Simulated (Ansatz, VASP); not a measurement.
# Cross-check of AlBiSe3 between VASP and Ansatz, part 2 of 3

Wanted: the spread between two codes on one cell, functional and k mesh. The cell is generated by rule, not measured, and may not be a known phase. The cell is taken from a series of runs on this material, whose earlier steps may have relaxed, scaled, displaced or heated it; both programs get it as it stands.

VASP 6.6.1 and Ansatz 0.2.0.

So far: Starting point; VASP: relaxation of cell and atoms, PBEsol, pair 1.

The structure was built from a prototype and need not be the compound's stable phase.

## 3. Ansatz: relaxation of cell and atoms, PBEsol, pair 1

Level of this step: Ansatz beside VASP: Kohn-Sham DFT, plane waves, PBEsol (Ansatz).

Ansatz runs on its default PAW (the set named soft_2) files.

The same cell, functional, mesh and smearing now go to Ansatz, which takes its cutoff from its data sets.

The input, input.yaml:

```yaml
crystal:
  lattice:
    - [4.8523694691, 0.0, 0.0]
    - [0.0, 4.8523694691, 0.0]
    - [0.0, 0.0, 4.8523694691]
  atoms:
    - { symbol: Bi, position: [0.0, 0.0, 0.0] }
    - { symbol: Al, position: [0.5, 0.5, 0.5] }
    - { symbol: Se, position: [0.5, 0.5, 0.0] }
    - { symbol: Se, position: [0.5, 0.0, 0.5] }
    - { symbol: Se, position: [0.0, 0.5, 0.5] }
kpoints:
  mp_grid: { grid: [6, 6, 6] }
hamiltonian:
  xc: pbesol
scf:
  occupations: { method: methfessel_paxton, width: 0.15 }
output:
  forces: true
  stress: true
  eigenvalues: true
  write_density: true
  write_potential: true
  elf: true
  volumetric_format: npy
relax:
  adjacent_minimum: "off"
  f_tol: 0.001
  max_steps: 60
  cell: { stress_tol: 0.01 }
```

The run is started by

```sh
$ ansatz run input.yaml --threads 8 --pin off --max-ram 14336MiB --backend cpu --events-out ev --progress --plain --runs-dir out
```

Numbers of over 12 decimals in the logs are rounded to 6 here.

Log:

```text
Engine: ansatz 0.2.0, x86_64-unknown-linux-gnu
Pseudopotentials: kind: paw
Pseudopotential: Bi, paw, valence charge 15, recommended cutoff 420 eV (normal), Bi.paw.azcp
Pseudopotential: Al, paw, valence charge 3, recommended cutoff 420 eV (normal), Al.paw.azcp
Pseudopotential: Se, paw, valence charge 16, recommended cutoff 420 eV (normal), Se.paw.azcp
Functional definition: PBEsol
  exchange = pbesol_x
  correlation = pbesol_c
Crystal: 5 atoms, lattice volume = 114.251 Å³
Basis set: ecut = 420 eV, 2205 PW (Γ), exchange–correlation on 72×72×72 points (8 copies of the dense FFT grid, shifted against one another)
Bands: 40, of which v1, the nominal top of the filled ones, is band 33 counted from 1 (32 counted from 0)
Symmetry: 48 space group operations
Space group: Pm-3m (ITA 221), of the structure as read, at distance tolerance 4.9e-5 Å
k-points: 20 of 216
Non-local potential: Bi, projectors of the file, l = 0: 2, l = 1: 2, l = 2: 2, l = 3: 2
Non-local potential: Al, projectors of the file, l = 0: 2, l = 1: 2, l = 2: 1
Non-local potential: Se, projectors of the file, l = 0: 2, l = 1: 2, l = 2: 3, l = 3: 1
PAW form: soft (Blöchl's): semilocal exchange-correlation on the pseudo side does not see the compensation charge
PAW frozen core: Bi, regenerated for the run's functional, and the local potential with it (the file was generated under x = pbe(κ = 0.804, μ = 0.219515), c = pbe(β = 0.066725))
PAW frozen core: Al, regenerated for the run's functional, and the local potential with it (the file was generated under x = pbe(κ = 0.804, μ = 0.219515), c = pbe(β = 0.066725))
PAW frozen core: Se, regenerated for the run's functional, and the local potential with it (the file was generated under x = pbe(κ = 0.804, μ = 0.219515), c = pbe(β = 0.066725))
PAW one-centre angular grid: Bi, 590 points (default); XC on 64 Gauss nodes
PAW one-centre angular grid: Al, 110 points (default); XC on 64 Gauss nodes
PAW one-centre angular grid: Se, 590 points (default); XC on 64 Gauss nodes
Initial density: superposition of atomic densities (neutral atoms: chi_scale 0, normalization atom), corrected by the library's trained network
Initial wavefunctions: pseudopotential atomic-orbital guess
Functional: x = pbesol(κ = 0.804, μ = 0.123457), c = pbesol(β = 0.046)
SCF iter   1: F=—  HF=-29039.935036 eV  |F-HF|=—  |Δ(HF+E_count)|=         —  Δρ=5.01e-3  dr2=7.10e-2  ethr=1.77e-3  ⟨swp⟩=7.8  Hψ=3297  notcnv=0
preconditioner: auto → Kerker (q_TF=auto, 2.490 Å⁻¹)  [metal: Δε(μ)=0.011 eV  Ē_g=9.444 eV  σ=0.150 eV  W_gap=0.06  n_scr=26 (ndim 8)  ℏωp=17.7 eV  f_vac=0.000  D(μ)=5.37/eV (n_scr^D=56)]
SCF iter   2: F=—  HF=-29039.921661 eV  |F-HF|=—  |Δ(HF+E_count)|=   1.34e-2  S|Δr|=    0.00e0  Δρ=2.42e-3  dr2=1.46e-2  ethr=1.08e-4  ⟨swp⟩=1.0  Hψ=960  notcnv=0
SCF iter   3: F=—  HF=-29039.918420 eV  |F-HF|=—  |Δ(HF+E_count)|=   3.24e-3  S|Δr|=    0.00e0  Δρ=9.74e-4  dr2=2.87e-3  ethr=2.22e-5  ⟨swp⟩=1.9  Hψ=1068  notcnv=0
SCF iter   4: F=—  HF=-29039.917697 eV  |F-HF|=—  |Δ(HF+E_count)|=   7.23e-4  S|Δr|=    0.00e0  Δρ=3.33e-4  dr2=2.84e-4  ethr=4.35e-6  ⟨swp⟩=2.0  Hψ=1010  notcnv=0
SCF iter   5: F=—  HF=-29039.917613 eV  |F-HF|=—  |Δ(HF+E_count)|=   8.38e-5  S|Δr|=    0.00e0  Δρ=1.17e-4  dr2=1.79e-5  ethr=4.31e-7  ⟨swp⟩=2.5  Hψ=1439  notcnv=0
SCF iter   6: F=—  HF=-29039.917712 eV  |F-HF|=—  |Δ(HF+E_count)|=   9.89e-5  S|Δr|=    0.00e0  Δρ=4.19e-5  dr2=2.87e-6  ethr=2.71e-8  ⟨swp⟩=2.0  Hψ=1433  notcnv=0
SCF iter   7: F=—  HF=-29039.917712 eV  |F-HF|=—  |Δ(HF+E_count)|=   1.88e-7  S|Δr|=    0.00e0  Δρ=1.21e-5  dr2=1.97e-7  ethr=4.35e-9  ⟨swp⟩=2.1  Hψ=1023  notcnv=0
SCF iter   8: F=-29039.917712 eV  HF=-29039.917712 eV  |F-HF|=1.10e-8  |Δ(HF+E_count)|=   4.53e-8  S|Δr|=    0.00e0  Δρ=3.50e-6  dr2=1.97e-8  ethr=1.52e-10  ⟨swp⟩=13.5  Hψ=6021  notcnv=0
SCF 1 converged in 8 iterations: F = -29039.917712 eV  dr2 = 1.97e-8
  greatest PAW one-centre occupation: 1.000 electrons in one spin orbital (limit 2), on the Se atom at site 3 (counted from 0), in its partial waves of l = 2
relax step   1: F+E_penalty+E_count = -29039.91771185 eV  Δ(F+E_penalty+E_count) = +0.000e0 eV  max|allowed force component| = 7.363e-30 eV/Å  Δτ_max = 0.0000 Å  P = +0.027 GPa  Ω = 114.251 Å³  (8 SCF iters, dr2 threshold 1.00e-7 eV, accepted)
[...]
relax step   2: F+E_penalty+E_count = -29039.91770894 eV  Δ(F+E_penalty+E_count) = +2.904e-6 eV  max|allowed force component| = 1.619e-30 eV/Å  Δτ_max = 0.0000 Å  P = +0.000 GPa  Ω = 114.296 Å³  energy of the carried Pulay correction = -6.742e-6 eV  (5 SCF iters, dr2 threshold 1.88e-9 eV, accepted)
[...]
relax step   3: F+E_penalty+E_count = -29039.91770894 eV  Δ(F+E_penalty+E_count) = -1.382e-10 eV  max|allowed force component| = 7.009e-31 eV/Å  Δτ_max = 0.0000 Å  P = +0.000 GPa  Ω = 114.296 Å³  stress off target by 2.35e-4 GPa  SCF on the basis re-selected at this cell (its energy is not comparable with the rows above)  (9 SCF iters)
basis re-selected at this cell: Δ(F+E_penalty+E_count) = -1.382e-10 eV, ΔP = +0.000 GPa vs the last step (what re-selecting the basis moved, of the pressure what is left beyond the Pulay correction that the steps carried, after the strain that the cell walked since its last selection, with what the two solves' SCF thresholds leave and, on support functions, any second-order correction that the steps lacked; it is no  [...]
SCF converged after 9 iterations
Stability not checked: this state was not tested for a lower state beside it, because cold or Methfessel-Paxton smearing, or corrected tetrahedra, fill the levels in a way that the test cannot read (fill_not_monotonic; see scf.lower_state_search)
Free energy (F): -29039.917709 eV
Harris-Foulkes:  -29039.917709 eV  (|F-HF|=1.46e-11)
Internal energy: -29039.910506 eV  (E = F + TS)
E sigma→0 (E₀):  -29039.915908 eV
Entropy (-TS):   -0.007203 eV (-1.441 meV/atom)
Fermi energy:    9.644740 eV
--- Per-component energies (eV) ---
  E_band       = -1174.461812
  E_kinetic    = 682.989304
  E_local      = -8483.845980  (includes V_loc(G=0)·N_el)
  E_nonlocal   = -1205.257230
  E_hartree    = 3968.830983
  E_xc         = -500.818466
  E_vxc        = -469.016173  (∫ρ·V_xc dr)
  E_paw        = -16567.177003  (= ΣΔE_a)
  E_vpaw       = 363.008487  (= ΣTr[D̂ρ^β])
  E_aug_tail   = -0.002220  (compensation charges beyond the density's cutoff)
  E_ewald      = -6937.764137
  E_core_change = 3.134243  (= ΣΔE_core)
  E_smearing   = -0.007203  (= −TS)
  E_closure    = -0.000000  (closes the sum)
  Σ components = -29039.917709   (vs F -29039.917709, Δ=0.00e0)
--- Forces (eV/Å), atoms counted from 1 ---
  atom   1  Bi     0.00000000     0.00000000    -0.00000000
  atom   2  Al     0.00000000     0.00000000    -0.00000000
  atom   3  Se    -0.00000000    -0.00000000     0.00000000
  atom   4  Se    -0.00000000     0.00000000     0.00000000
  atom   5  Se     0.00000000     0.00000000     0.00000000
  max |Σ_I F_I| component: 1.10e-30 eV/Å
--- Stress (GPa, compression-positive) ---
        0.000235      -0.000000       0.000000
       -0.000000       0.000235       0.000000
        0.000000       0.000000       0.000235
  P = ⅓ Tr σ = 0.0002 GPa (0.002 kbar)
--- Band table (eV; the first three rows and the last of 20) ---
  k-point 0: bands = [... 29 lower, 8.0163, 8.4421, 8.4421, 8.4421, 9.2051, 12.3301, 12.3301, 12.3301, ... 3 higher]
  k-point 1: bands = [... 29 lower, 7.7143, 8.2330, 8.4088, 8.4088, 10.2473, 11.4678, 11.9839, 11.9839, ... 3 higher]
  k-point 2: bands = [... 29 lower, 7.2000, 7.8771, 8.6378, 8.6378, 9.9542, 11.3348, 11.3348, 11.8713, ... 3 higher]
  k-point 19: bands = [... 29 lower, 8.3475, 10.1543, 10.1543, 10.1543, 12.2596, 12.2596, 12.2596, 13.3877, ... 3 higher]
--- Relaxed structure (2 steps of the walk, 2 accepted, 1 SCFs on fresh bases) ---
  F+E_penalty+E_count = -29039.91770894 eV   max|allowed force component| = 7.009e-31 eV/Å   (the final SCF, on the basis selected at the relaxed cell)
  cell:  # Å, volume = 114.2958 Å³
    - [4.852998, 0, 0]
    - [0, 4.852998, 0]
    - [0.0, 0, 4.852998]
  atoms:
    - { symbol: Bi, position: [0, 0, 0] }
    - { symbol: Al, position: [0.5, 0.5, 0.5] }
    - { symbol: Se, position: [0.5, 0.5, 0] }
    - { symbol: Se, position: [0.5, 0, 0.5] }
    - { symbol: Se, position: [0, 0.5, 0.5] }
```

In the SCF lines HF is the Harris–Foulkes energy and dr2 the Hartree energy of the density residual, in eV; the loop may stop once dr2 is under the threshold and the program's other checks hold. Hψ counts applications of the Hamiltonian.

## 4. Side by side

Known differences besides the potentials themselves: the data sets hold 66 valence electrons in Ansatz (on its default PAW (the set named soft_2) files) and 36 in VASP; the cutoff is 420 eV in Ansatz and 500 eV in VASP; Ansatz makes its cores anew for this functional, VASP keeps those of its PBE data sets; Ansatz adds a Pulay correction to the stress that steers its cell, VASP none. Total energies have different zeros and are not compared.

Both answers:

```csv
quantity,Ansatz,VASP,difference
volume (Å³),114.30,114.47,-0.15 %
"edge a after relaxation, in the typed setting (Å)",4.853,4.855,-0.05 %
```

## 5. Ansatz: relaxation of cell and atoms, PBEsol, pair 2

The relaxed volume is the usual yardstick between codes: in a stiff, nearly cubic crystal its relative difference is about their pressure difference at one cell divided by the bulk modulus. This pair takes another cell of the material, with 10 atoms against 5 for the pair before.

The cell is taken from a series of runs on this material, whose earlier steps may have relaxed, scaled, displaced or heated it; both programs get it as it stands.

The input, input.yaml:

```yaml
crystal:
  lattice:
    - [4.8529979444, 4.8529979444, 0.0]
    - [4.8529979444, 0.0, 4.8529979444]
    - [4.8529979444, 0.0, -4.8529979444]
  atoms:
    - { symbol: Bi, position: [0.0, 0.0, 1.0] }
    - { symbol: Bi, position: [0.0, 0.5, 0.5] }
    - { symbol: Al, position: [0.5, 0.25, 0.75] }
    - { symbol: Al, position: [0.5, 0.75, 0.25] }
    - { symbol: Se, position: [0.5, 0.4381825413, 0.4381825413] }
    - { symbol: Se, position: [0.5, 0.0618174587, 0.0618174587] }
    - { symbol: Se, position: [0.0, 0.0, 0.5] }
    - { symbol: Se, position: [0.0, 0.5, 0.0] }
    - { symbol: Se, position: [0.5, -0.0618174587, 0.5618174587] }
    - { symbol: Se, position: [0.5, 0.5618174587, -0.0618174587] }
kpoints:
  mp_grid: { grid: [6, 6, 6] }
hamiltonian:
  xc: pbesol
scf:
  occupations: { method: methfessel_paxton, width: 0.15 }
output:
  forces: true
  stress: true
  eigenvalues: true
relax:
  adjacent_minimum: "off"
  f_tol: 0.002
  max_steps: 120
  cell: { stress_tol: 0.03 }
```

Log:

```text
[...]
Crystal: 10 atoms, lattice volume = 228.592 Å³
Basis set: ecut = 420 eV, 4477 PW (Γ), exchange–correlation on 96×96×96 points (8 copies of the dense FFT grid, shifted against one another)
Bands: 80, of which v1, the nominal top of the filled ones, is band 66 counted from 1 (65 counted from 0)
Symmetry: 16 space group operations
[...]
k-points: 30 of 216
[...]
- { symbol: Bi, position: [0, 0.5, 0.5] }
    - { symbol: Al, position: [0.5, 0.25, 0.75] }
    - { symbol: Al, position: [0.5, 0.750000, 0.250000] }
    - { symbol: Se, position: [0.5, 0.421814, 0.421814] }
    - { symbol: Se, position: [0.5, 0.078186, 0.078186] }
    - { symbol: Se, position: [0, 0.0, 0.5] }
    - { symbol: Se, position: [0, 0.5, 0.0] }
    - { symbol: Se, position: [0.5, -0.078186, 0.578186] }
    - { symbol: Se, position: [0.5, 0.578186, -0.078186] }
[key lines of the parts left out:]
SCF converged after 6 iterations
Free energy (F): -58082.085801 eV
Fermi energy:    9.398606 eV
P = ⅓ Tr σ = 0.0052 GPa (0.052 kbar)
```

## 6. VASP: relaxation of cell and atoms, PBEsol, pair 2

The same cell, functional, mesh and smearing now go to VASP, with its own data sets.

The input, INCAR:

```
SYSTEM = AlBiSe3
PREC = Accurate
ENCUT = 500
EDIFF = 1E-07
NELM = 120
ISMEAR = 1
SIGMA = 0.15
LREAL = .FALSE.
ALGO = Normal
GGA = PS
NBANDS = 46
LORBIT = 11
LWAVE = .FALSE.
LCHARG = .FALSE.
ISIF = 3
IBRION = 2
NSW = 80
EDIFFG = -0.005
LASPH = .TRUE.
GGA_COMPAT = .FALSE.
NELMIN = 4
KPAR = 2
```

The input, POSCAR:

```
AlBiSe3
1.0
    4.8529980000      4.8529980000      0.0000000000
    4.8529980000      0.0000000000      4.8529980000
    4.8529980000      0.0000000000     -4.8529980000
Bi Al Se
2 2 6
Direct
    0.0000000000      0.0000000000      0.0000000000
    0.0000000000      0.5000000000      0.5000000000
    0.5000000000      0.2500000000      0.7500000000
    0.5000000000      0.7500000000      0.2500000000
    0.5000000000      0.4381825420      0.4381825420
    0.5000000000      0.0618174580      0.0618174580
    0.0000000000      0.0000000000      0.5000000000
    0.0000000000      0.5000000000      0.0000000000
    0.5000000000      0.9381825420      0.5618174580
    0.5000000000      0.5618174580      0.9381825420
```

The input, KPOINTS:

```
Automatic mesh
0
Gamma
6 6 6
0 0 0
```

The projector-augmented-wave data sets are Bi_d, Al and Se (PBE family, release 64).

The run is started by

```sh
$ mpirun -np 2 vasp_std
```

Log:

```text
[banner, memory and clock lines left out]
running    2 mpi-ranks, on    1 nodes
[...]
[... a notice as in an earlier step ...]

 LDA part: xc-table for (Slater+PW92), standard interpolation
 POSCAR, INCAR and KPOINTS ok, starting setup
[...]
entering main loop
       N       E                     dE             d eps       ncg     rms          rms(c)
DAV:   1     0.614072949537E+03    0.61407E+03   -0.31234E+04  2760   0.146E+03
DAV:   2     0.365468756480E+02   -0.57753E+03   -0.55812E+03  2958   0.358E+02
DAV:   3    -0.413569842281E+02   -0.77904E+02   -0.74775E+02  3440   0.142E+02
DAV:   4    -0.454381510476E+02   -0.40812E+01   -0.40359E+01  3160   0.334E+01
[...]
DAV:  12    -0.433322229175E+02   -0.79181E-06   -0.36303E-05  3572   0.301E-02    0.103E-02
DAV:  13    -0.433322222755E+02    0.64207E-06   -0.51347E-06  3164   0.132E-02    0.415E-03
DAV:  14    -0.433322222074E+02    0.68111E-07   -0.83248E-07  3102   0.503E-03
   1 F= -.43332222E+02 E0= -.43331229E+02  d E =-.433322E+02
[... from here on, the cycles between the ionic steps are left out ...]
   2 F= -.43456208E+02 E0= -.43455878E+02  d E =-.123986E+00
   3 F= -.43522663E+02 E0= -.43523685E+02  d E =-.190440E+00
   6 F= -.43624601E+02 E0= -.43625091E+02  d E =-.206248E-01
   7 F= -.43641906E+02 E0= -.43642772E+02  d E =-.379294E-01
   8 F= -.43641940E+02 E0= -.43642789E+02  d E =-.379636E-01
   9 F= -.43642990E+02 E0= -.43643918E+02  d E =-.105039E-02
  10 F= -.43643029E+02 E0= -.43643944E+02  d E =-.108946E-02
  11 F= -.43643094E+02 E0= -.43644022E+02  d E =-.644418E-04
  12 F= -.43643216E+02 E0= -.43644189E+02  d E =-.186794E-03
  13 F= -.43643123E+02 E0= -.43644190E+02  d E =-.937206E-04
  14 F= -.43643237E+02 E0= -.43644237E+02  d E =-.207488E-03
  15 F= -.43643252E+02 E0= -.43644251E+02  d E =-.153443E-04
 trial-energy change:   -0.000015  1 .order   -0.000016   -0.000031   -0.000000
 step:   1.6097(harm=  1.6097)  dis= 0.00077  next Energy=   -43.643252 (dE=-0.155E-04)
 reached required accuracy - stopping structural energy minimisation
```

From OUTCAR (step 6):

```text
  Total       -0.0238937     -0.0141204     -0.0238937      0.0000000      0.0000000      0.0000000
  in kB       -0.1669598     -0.0986678     -0.1669598      0.0000000      0.0000000      0.0000000
  external PRESSURE =      -0.1441958 kB  Pullay stress =       0.0000000 kB

 POSITION                                       TOTAL-FORCE (eV/Angst)
 -----------------------------------------------------------------------------------
      0.00000      0.00000     -0.00000        -0.000000      0.000000     -0.000000
      4.75430      0.00000      0.00000        -0.000000      0.000000      0.000000
      7.13145      2.53600     -2.37715        -0.000000      0.000000      0.000000
      7.13145      2.53600      2.37715        -0.000000      0.000000      0.000000
      6.38713      2.53600      0.00000         0.001153      0.000000      0.000000
      3.12147      2.53600      0.00000        -0.001153     -0.000000      0.000000
      2.37715      0.00000     -2.37715        -0.000000      0.000000     -0.000000
      2.37715      0.00000      2.37715        -0.000000      0.000000      0.000000
      9.50860      2.53600      1.63283        -0.000000     -0.000000      0.001153
      9.50860      2.53600     -1.63283        -0.000000      0.000000     -0.001153
 -----------------------------------------------------------------------------------
    total drift:                                0.000000     -0.000000      0.000000

  FREE ENERGIE OF THE ION-ELECTRON SYSTEM (eV)
  ---------------------------------------------------
  free  energy   TOTEN  =       -43.6432522231 eV

  energy  without entropy=      -43.6462483061  energy(sigma->0) =      -43.64425092

[... 1 part as in an earlier step ...]

[... 3 further parts left out ...]
[key lines of the parts left out:]
E-fermi :   5.3435
```

## 7. Comparison

What differs besides the data sets and the points named for the pairs above, as far as they apply: the data sets hold 132 valence electrons in Ansatz (on its default PAW (the set named soft_2) files) and 72 in VASP. Total energies have different zeros and are not compared.

Compared:

```csv
quantity,Ansatz,VASP,difference
volume (Å³),228.88,229.29,-0.18 %
"edge a after relaxation, in the typed setting (Å)",6.948,6.952,-0.06 %
"edge b after relaxation, in the typed setting (Å)",6.720,6.724,-0.06 %
```

(Part 2 of 3 ends here.)

[Lines on the potential files, build, host, timing and source positions are cut from VASP's logs without a mark.]

[Logs are printed without paths, hosts, clocks, repeated set-up lines and the standing remarks that a program may print on its own settings, such as how far it seeks lower states.]

[Hosts, paths, dates, database ids (printed as entryN), source tags and the programs' standing remarks are cut or masked in the printed files.]
